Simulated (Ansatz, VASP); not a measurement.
# BiB: VASP beside Ansatz, part 2 of 2

Wanted: the spread between two codes on one cell, functional and k mesh. The cell is generated by rule, not measured, and may not be a known phase. The cell is taken from a series of runs on this material, whose earlier steps may have relaxed, scaled, displaced or heated it; both programs get it as it stands.

VASP 6.6.1 and Ansatz 0.2.0.

So far: The starting structure; Ansatz: relaxation of cell and atoms, r2SCAN.

## (3) VASP: relaxation of cell and atoms, r2SCAN

Level of this step: r2SCAN; plane waves and PAW (B, Bi_d); invented cell (VASP).

The same cell, functional, mesh and smearing now go to VASP, with its own data sets.

Lines of VASP's logs that name or quote its potential files are left out, and so is its time.

INCAR

```
SYSTEM = BiB
PREC = Accurate
ENCUT = 550
EDIFF = 1E-07
NELM = 120
ISMEAR = 0
SIGMA = 0.01
LREAL = .FALSE.
ALGO = Normal
METAGGA = R2SCAN
LASPH = .TRUE.
NBANDS = 24
LORBIT = 11
LWAVE = .FALSE.
LCHARG = .FALSE.
ISIF = 3
IBRION = 2
NSW = 80
EDIFFG = -0.005
GGA_COMPAT = .FALSE.
NELMIN = 4
EFERMI = MIDGAP
LMIXTAU = .TRUE.
KPAR = 2
```

POSCAR

```
BiB
1.0
    3.8652630000      0.0000000000      0.0000000000
   -1.9326310000      3.3474160000      0.0000000000
    0.0000000000      0.0000000000      6.3762250000
B Bi
2 2
Direct
    0.3333331475      0.6666664675      0.0002208203
    0.6666664444      0.3333332338      0.5002208987
    0.3333331475      0.6666664675      0.3747791209
    0.6666664444      0.3333332338      0.8747791993
```

KPOINTS

```
Automatic mesh
0
Gamma
9 9 6
0 0 0
```

The projector-augmented-wave data sets are B and Bi_d (PBE family, release 64).

Launch:

```bash
$ mpirun -np 2 vasp_std
```

Numbers of over 12 decimals in the logs are rounded to 6 here.

Log:

```text
[banner, memory and clock lines left out]
running    2 mpi-ranks, on    1 nodes
 distrk:  each k-point on    1 cores,    2 groups
 distr:  one band on    1 cores,    1 groups

 POSCAR found type information on POSCAR B Bi
 POSCAR found :  2 types and       4 ions
|                                                                             |
|               ----> ADVICE to this user running VASP <----                  |
|                                                                             |
|     You enforced a specific xc type in the INCAR file but a different       |
|     [... a line on the potential file left out ...]
|     I HOPE YOU KNOW WHAT YOU ARE DOING!                                     |
|                                                                             |

 LDA part: xc-table for (None), standard interpolation
 POSCAR, INCAR and KPOINTS ok, starting setup
 FFT: planning ... GRIDC
 FFT: planning ... GRID_SOFT
 FFT: planning ... GRID
 WAVECAR not read
 entering main loop
       N       E                     dE             d eps       ncg     rms          rms(c)
DAV:   1     0.254101981802E+03    0.25410E+03   -0.19951E+04  2304   0.187E+03
DAV:   2    -0.104607909610E+03   -0.35871E+03   -0.35172E+03  2456   0.487E+02
DAV:   3    -0.136257058224E+03   -0.31649E+02   -0.31280E+02  2944   0.156E+02
DAV:   4    -0.137302478246E+03   -0.10454E+01   -0.10447E+01  2904   0.312E+01
DAV:   5    -0.137339346375E+03   -0.36868E-01   -0.36866E-01  3384   0.522E+00    0.500E+00
DAV:   6    -0.131262545589E+03    0.60768E+01   -0.50916E+00  3256   0.285E+01    0.212E+00
DAV:   7    -0.127833265501E+03    0.34293E+01   -0.74587E-01  2392   0.702E+00    0.132E+00
DAV:   8    -0.128637125512E+03   -0.80386E+00   -0.11605E+00  2440   0.619E+00    0.723E-01
DAV:   9    -0.128252785423E+03    0.38434E+00   -0.21751E-01  2336   0.339E+00    0.383E-01
DAV:  10    -0.128560349358E+03   -0.30756E+00   -0.17667E-01  2336   0.263E+00    0.183E-01
DAV:  11    -0.128584079066E+03   -0.23730E-01   -0.54558E-02  2400   0.200E+00    0.711E-02
DAV:  12    -0.128567726911E+03    0.16352E-01   -0.18059E-02  2624   0.126E+00    0.677E-02
DAV:  13    -0.128581250437E+03   -0.13524E-01   -0.11746E-02  2352   0.828E-01    0.316E-02
DAV:  14    -0.128582989379E+03   -0.17389E-02   -0.56487E-04  2976   0.161E-01    0.193E-02
DAV:  15    -0.128584956515E+03   -0.19671E-02   -0.46928E-04  2360   0.177E-01    0.140E-02
DAV:  16    -0.128585337546E+03   -0.38103E-03   -0.22610E-04  2944   0.119E-01    0.230E-03
DAV:  17    -0.128585332027E+03    0.55193E-05   -0.17869E-05  2664   0.298E-02    0.448E-03
DAV:  18    -0.128585332091E+03   -0.64389E-07   -0.50029E-07  2608   0.437E-03
   1 F= -.12858533E+03 E0= -.12858533E+03  d E =-.128585E+03
 curvature:   0.00 expect dE= 0.000E+00 dE for cont linesearch  0.000E+00
 trial: gam= 0.00000 g(F)=  0.152E-06 g(S)=  0.255E-03 ort = 0.000E+00 (trialstep = 0.100E+01)
 search vector abs. value=  0.255E-03
 bond charge predicted
       N       E                     dE             d eps       ncg     rms          rms(c)
DAV:   1    -0.128588452651E+03   -0.31206E-02   -0.90280E-02  2992   0.448E+00    0.295E-01
DAV:   2    -0.128585674576E+03    0.27781E-02   -0.51868E-03  2792   0.113E+00    0.126E-01
DAV:   3    -0.128585047267E+03    0.62731E-03   -0.23823E-03  3416   0.686E-01    0.116E-02
DAV:   4    -0.128585201342E+03   -0.15407E-03   -0.23931E-04  2328   0.125E-01    0.804E-03
DAV:   5    -0.128585222714E+03   -0.21372E-04   -0.13069E-05  2600   0.272E-02    0.641E-03
DAV:   6    -0.128585222283E+03    0.43056E-06   -0.87401E-06  2448   0.375E-02    0.375E-03
DAV:   7    -0.128585230444E+03   -0.81605E-05   -0.14005E-05  2352   0.248E-02    0.109E-03
DAV:   8    -0.128585231435E+03   -0.99109E-06   -0.84763E-07  2456   0.658E-03    0.776E-04
DAV:   9    -0.128585231321E+03    0.11359E-06   -0.66068E-08  1720   0.220E-03    0.540E-04
DAV:  10    -0.128585231310E+03    0.11572E-07   -0.19850E-07  1928   0.440E-03
   2 F= -.12858523E+03 E0= -.12858523E+03  d E =0.100782E-03
 trial-energy change:    0.000101  1 .order    0.000031   -0.000255    0.000318
 step:   0.2946(harm=  0.4451)  dis= 0.00001  next Energy=  -128.585368 (dE=-0.359E-04)
 bond charge predicted
       N       E                     dE             d eps       ncg     rms          rms(c)
DAV:   1    -0.128586965196E+03   -0.17339E-02   -0.45107E-02  2992   0.319E+00    0.208E-01
DAV:   2    -0.128585588836E+03    0.13764E-02   -0.25223E-03  2784   0.789E-01    0.892E-02
DAV:   3    -0.128585254909E+03    0.33393E-03   -0.11919E-03  3416   0.488E-01    0.802E-03
DAV:   4    -0.128585336384E+03   -0.81475E-04   -0.13539E-04  2312   0.917E-02    0.583E-03
DAV:   5    -0.128585346162E+03   -0.97778E-05   -0.57618E-06  2696   0.178E-02    0.473E-03
DAV:   6    -0.128585349330E+03   -0.31678E-05   -0.41676E-06  2376   0.254E-02    0.319E-03
DAV:   7    -0.128585349168E+03    0.16154E-06   -0.60934E-06  2392   0.146E-02    0.802E-04
DAV:   8    -0.128585349699E+03   -0.53090E-06   -0.39470E-07  2440   0.458E-03    0.532E-04
DAV:   9    -0.128585349780E+03   -0.80234E-07   -0.57535E-08  1400   0.242E-03
   3 F= -.12858535E+03 E0= -.12858535E+03  d E =-.176884E-04
 curvature:  -0.21 expect dE=-0.209E-05 dE for cont linesearch -0.207E-05
 trial: gam= 0.00000 g(F)=  0.117E-07 g(S)=  0.101E-04 ort =-0.507E-04 (trialstep = 0.859E+00)
 search vector abs. value=  0.101E-04
 reached required accuracy - stopping structural energy minimisation
```

OUTCAR, selected parts (step 3):

```text
ion  position               nearest neighbor table
   1  0.333  0.667  0.000-   4 2.37   4 2.37   4 2.37   3 2.39
   2  0.667  0.333  0.500-   3 2.37   3 2.37   3 2.37   4 2.39
   3  0.333  0.667  0.375-   2 2.37   2 2.37   2 2.37   1 2.39   4 3.89   4 3.89   4 3.89   4 3.89
                             4 3.89   4 3.89
   4  0.667  0.333  0.875-   1 2.37   1 2.37   1 2.37   2 2.39   3 3.89   3 3.89   3 3.89   3 3.89
                             3 3.89   3 3.89

  LATTYP: Found a hexagonal cell.
 ALAT       =     3.8652630000
 C/A-ratio  =     1.6496225483

 Subroutine GETGRP returns: Found 12 space group operations
 (whereof  6 operations were pure point group operations)

The static configuration has the point symmetry C_3v.
 The point group associated with its full space group is C_6v.

 Found     48 irreducible k-points:

   k-points           NKPTS =     48   k-points in BZ     NKDIM =     48   number of bands    NBANDS=     24

   dimension x,y,z NGX =    30 NGY =   30 NGZ =   50
   dimension x,y,z NGXF=    60 NGYF=   60 NGZF=  100

   ENCUT  =  550.0 eV  40.42 Ry    6.36 a.u.   7.39  7.39 12.19*2*pi/ulx,y,z

   NELECT =      36.0000    total number of electrons

 k-points in reciprocal lattice and weights: Automatic mesh
   0.00000000  0.00000000  0.00000000       0.002
   0.11111111  0.00000000  0.00000000       0.012
   0.22222222  0.00000000  0.00000000       0.012
   0.33333333  0.00000000  0.00000000       0.012
   0.44444444  0.00000000  0.00000000       0.012
   0.11111111  0.11111111  0.00000000       0.012
   0.22222222  0.11111111  0.00000000       0.025
   0.33333333  0.11111111  0.00000000       0.025
   0.44444444  0.11111111  0.00000000       0.012
[...]
0.33333333  0.22222222  0.50000000       0.025
   0.33333333  0.33333333  0.50000000       0.004

 average (electrostatic) potential at core
       1 -27.6962       2 -27.6962       3-110.6387       4-110.6387

 E-fermi :   7.3418

 k-point     1 :       0.0000    0.0000    0.0000
  band No.  band energies     occupation
    ...
     14       5.4037      2.00000
     15       5.4037      2.00000
     16       6.9981      2.00000
     17       7.2405      2.00000
     18       7.2405      2.00000
     19       7.4430      0.00000
     20       7.6982      0.00000
     21       9.8920      0.00000
     22       9.8920      0.00000
     23      10.3437      0.00000
    ...

 k-point     2 :       0.1111    0.0000    0.0000
  band No.  band energies     occupation
    ...
     14       4.1514      2.00000
     15       5.0732      2.00000
     16       5.6301      2.00000
     17       6.7097      2.00000
     18       6.9403      2.00000
     19       8.2855      0.00000
     20       8.5586      0.00000
     21       9.8415      0.00000
     22      10.2846      0.00000
     23      10.7799      0.00000
    ...

 k-point     3 :       0.2222    0.0000    0.0000
  band No.  band energies     occupation
    ...
     14       2.4820      2.00000
     15       3.5952      2.00000
     16       4.4181      2.00000
     17       5.9174      2.00000
     18       6.3181      2.00000
     19       8.3741      0.00000
     20       9.0207      0.00000
     21      10.7375      0.00000
     22      10.9151      0.00000
     23      11.0098      0.00000
    ...

  Total        0.0161157      0.0161157      0.0178884      0.0000000      0.0000000      0.0000000
  in kB        0.3132546      0.3132546      0.3477116      0.0000000      0.0000000      0.0000000
  external PRESSURE =       0.3247403 kB  Pullay stress =       0.0000000 kB

  energy-cutoff  :      550.00
  volume of cell :       82.43
      direct lattice vectors                 reciprocal lattice vectors
     3.864097781 -0.000000000  0.000000000     0.258792623  0.149413950  0.000000000
    -1.932048391  3.346406891  0.000000000     0.000000000  0.298827977  0.000000000
     0.000000000  0.000000000  6.374360988     0.000000000  0.000000000  0.156878470

 POSITION                                       TOTAL-FORCE (eV/Angst)
 -----------------------------------------------------------------------------------
     -0.00000      2.23094      0.00140        -0.000000     -0.000000     -0.000247
      1.93205      1.11547      3.18858         0.000000     -0.000000     -0.000247
     -0.00000      2.23094      2.38899         0.000000      0.000000      0.000247
      1.93205      1.11547      5.57617        -0.000000     -0.000000      0.000247
 -----------------------------------------------------------------------------------
    total drift:                                0.000945      0.000951      0.000394

  FREE ENERGIE OF THE ION-ELECTRON SYSTEM (eV)
  ---------------------------------------------------
  free  energy   TOTEN  =      -128.5853497795 eV

  energy  without entropy=     -128.5853497795  energy(sigma->0) =     -128.58534978

 reached required accuracy - stopping structural energy minimisation

 total charge
# of ion       s       p       d       tot
------------------------------------------
    1        0.683   0.995   0.000   1.678
    2        0.683   0.995   0.000   1.678
    3        1.385   1.629   9.954  12.968
    4        1.385   1.629   9.954  12.968
--------------------------------------------------
tot          4.135   5.249  19.907  29.292

[... 3 further parts left out ...]
```

CONTCAR:

```
BiB
   1.00000000000000
     3.8640977807773784   -0.0000000001740476    0.0000000000000000
    -1.9320483906901482    3.3464068905943147    0.0000000000000000
     0.0000000000000000    0.0000000000000000    6.3743609876900083
  B               Bi
     2     2
Direct
     0.3333331474999994    0.6666664675000007    0.0002188467572273
     0.6666664444000006    0.3333332337999977    0.5002189251572268
     0.3333331474999994    0.6666664675000007    0.3747810944427750
     0.6666664444000006    0.3333332337999977    0.8747811728427742
```

The run keeps the 12 symmetry operations of its start, so it cannot find a distortion of lower symmetry.

## (4) Comparison

Known differences besides the potentials themselves: VASP keeps PBE cores, Ansatz makes them for the functional; the cutoff is 500 eV in Ansatz and 550 eV in VASP; Ansatz adds a Pulay correction to the stress that steers its cell, VASP none. Total energies have different zeros and are not compared.

Both answers:

```csv
quantity,Ansatz,VASP,difference
volume (Å³),82.50,82.43,+0.09 %
"edge a after relaxation, in the typed setting (Å)",3.865,3.864,+0.03 %
"edge c after relaxation, in the typed setting (Å)",6.376,6.374,+0.03 %
```

## (5) What came out

```
difference in volume (relaxation of cell and atoms, r2SCAN) : 0.090 %
```

**Reading.** The difference in volume is 0.090 % (relaxation of cell and atoms, r2SCAN), within the 1.2 % picked in this series as the mark of a large difference, as far as the stopping tolerances let one tell. Such differences can come from data sets, numerical settings and the points named under the comparisons, not from the functional's error against experiment.

[Lines on the potential files, build, host, timing and source positions are cut from VASP's logs without a mark.]

[Logs are printed without paths, hosts, clocks, repeated set-up lines and the standing remarks that a program may print on its own settings, such as how far it seeks lower states.]

[Hosts, paths, dates, database ids (printed as entryN), source tags and the programs' standing remarks are cut or masked in the printed files.]
